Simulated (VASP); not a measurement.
Calculation: PBEsol GGA, VASP's PBE PAW potentials (set 64) (plane waves; VASP).

VASP input:

**KPOINTS**
```
Regular mesh
0
G
  8 8 8
0 0 0
```

### POSCAR
```
ZnSe
1
    0.0000000000     2.8214898604     2.8214898604
    2.8214898604    -0.0000000000     2.8214898604
    2.8214898604     2.8214898604     0.0000000000
Zn Se
1 1
Direct
  0.0000000000   1.0000000000   1.0000000000
  0.2500000000   0.2500000000   0.2500000000
```

### INCAR
```
ALGO=Normal
EDIFF=1E-6
EDIFFG=-0.02
ENCUT=500
GGA=PS
IBRION=2
ISIF=3
ISMEAR=0
LASPH=.True.
LCHARG=.False.
LMAXMIX=4
LREAL=.False.
LWAVE=.False.
NELM=100
NSW=40
PREC=Accurate
SIGMA=0.05
SYSTEM=ZnSe
```

POTCAR, in this order: Zn Se (PBE.64 set). Program: vasp_std.

The resulting files:

**OSZICAR**
```
       N       E                     dE             d eps       ncg     rms          rms(c)
DAV:   1     0.823193251421E+02    0.82319E+02   -0.89091E+03   762   0.156E+03
DAV:   2    -0.161453332001E+01   -0.83934E+02   -0.80555E+02   809   0.268E+02
DAV:   3    -0.702591389342E+01   -0.54114E+01   -0.53877E+01   929   0.683E+01
DAV:   4    -0.707773108579E+01   -0.51817E-01   -0.51806E-01   814   0.720E+00
DAV:   5    -0.707800491162E+01   -0.27383E-03   -0.27382E-03   914   0.498E-01    0.499E+00
DAV:   6    -0.679219613847E+01    0.28581E+00   -0.81780E-01   967   0.335E+01    0.382E+00
DAV:   7    -0.677560033070E+01    0.16596E-01   -0.22374E-01   819   0.491E+00    0.165E+00
DAV:   8    -0.677342631227E+01    0.21740E-02   -0.37980E-03   889   0.673E-01    0.475E-01
DAV:   9    -0.677318047256E+01    0.24584E-03   -0.78455E-04   887   0.434E-01    0.667E-02
DAV:  10    -0.677322606023E+01   -0.45588E-04   -0.20144E-04   903   0.196E-01    0.213E-02
DAV:  11    -0.677322552677E+01    0.53346E-06   -0.26548E-05   890   0.787E-02    0.454E-03
DAV:  12    -0.677322564534E+01   -0.11857E-06   -0.71420E-06   884   0.199E-02
   1 F= -.67732256E+01 E0= -.67732256E+01  d E =-.677323E+01
```

File OUTCAR:
```
------------------------ aborting loop because EDIFF is reached ----------------------------------------
  FORCE on cell =-STRESS in cart. coord.  units (eV):
  Direction    XX          YY          ZZ          XY          YZ          ZX
  --------------------------------------------------------------------------------------
  Total       -0.0206191     -0.0206191     -0.0206191     -0.0000000      0.0000000     -0.0000000
  in kB       -0.7353861     -0.7353861     -0.7353861     -0.0000000      0.0000000     -0.0000000
  external PRESSURE =      -0.7353861 kB  Pullay stress =       0.0000000 kB
  volume of cell :       44.92
      direct lattice vectors                 reciprocal lattice vectors
     0.000000000  2.821489860  2.821489860    -0.177211340  0.177211340  0.177211340
     2.821489860  0.000000000  2.821489860     0.177211340 -0.177211340  0.177211340
     2.821489860  2.821489860  0.000000000     0.177211340  0.177211340 -0.177211340
  FREE ENERGIE OF THE ION-ELECTRON SYSTEM (eV)
  ---------------------------------------------------
  free  energy   TOTEN  =        -6.7732256453 eV

  energy  without entropy=       -6.7732256453  energy(sigma->0) =       -6.77322565

 reached required accuracy - stopping structural energy minimisation
```
(Selected blocks of OUTCAR.)

The compound is ZnSe in the zinc blende structure. It was relaxed first.
